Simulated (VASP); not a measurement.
An input for Quantum ESPRESSO's pw.x (written as the equivalent of a VASP run, and not itself run):

```
&CONTROL
  calculation = 'scf'
  pseudo_dir = './pseudo'
  outdir = './out'
  tprnfor = .true.
  tstress = .true.
/
&SYSTEM
  ibrav = 0
  nat = 2
  ntyp = 1
  ecutwfc = 58
  occupations = 'smearing'
  smearing = 'methfessel-paxton'
  degauss = 0.00735
  input_dft = 'pbesol'
/
&ELECTRONS
  conv_thr = 7.3e-09
  electron_maxstep = 100
/
ATOMIC_SPECIES
  Hf 178.490 Hf.upf
CELL_PARAMETERS angstrom
     1.5785037   -2.7067080    0.0000000
     1.5785037    2.7067080    0.0000000
     0.0000000    0.0000000    4.9915691
ATOMIC_POSITIONS crystal
  Hf   0.3333330  0.6666670  0.2500000
  Hf   0.6666670  0.3333330  0.7500000
K_POINTS automatic
  12 12 8 0 0 0
```

Question: Write the VASP files for the same calculation (PBEsol).

Answer: Several could match; the one computed here: 
**KPOINTS**
```
Automatic mesh
0
Gamma
12 12 8
0 0 0
```

File POSCAR:
```
Hf
1.0
  1.5785036758  -2.7067080442   0.0000000000
  1.5785036758   2.7067080442   0.0000000000
  0.0000000000   0.0000000000   4.9915691221
Hf
2
direct
  0.3333330000   0.6666670000   0.2500000000
  0.6666670000   0.3333330000   0.7500000000
```

### INCAR
```
SYSTEM  =  Hf
PREC  =  Accurate; ENCUT  =  480; LREAL  =  .False.
LASPH  =  .True.
EDIFF  =  1E-7; NELM  =  100; ALGO  =  Normal
LMAXMIX  =  6
ISMEAR  =  1; SIGMA  =  0.1
GGA  =  PS
ISIF  =  2
LWAVE  =  .False.; LCHARG  =  .False.
```

POTCAR, in this order: Hf_pv (PBE.64 set). Program: vasp_std.

Limits of the translation: the potentials are each code's own (VASP's PAW set, PseudoDojo norm-conserving files in pw.x), so ENCUT and ecutwfc are chosen apart and not converted; conv_thr bounds pw.x's estimated SCF error, while EDIFF bounds the energy change between steps.

The compound is Hf in the hcp structure. This cell was strained or had an atom moved on purpose.
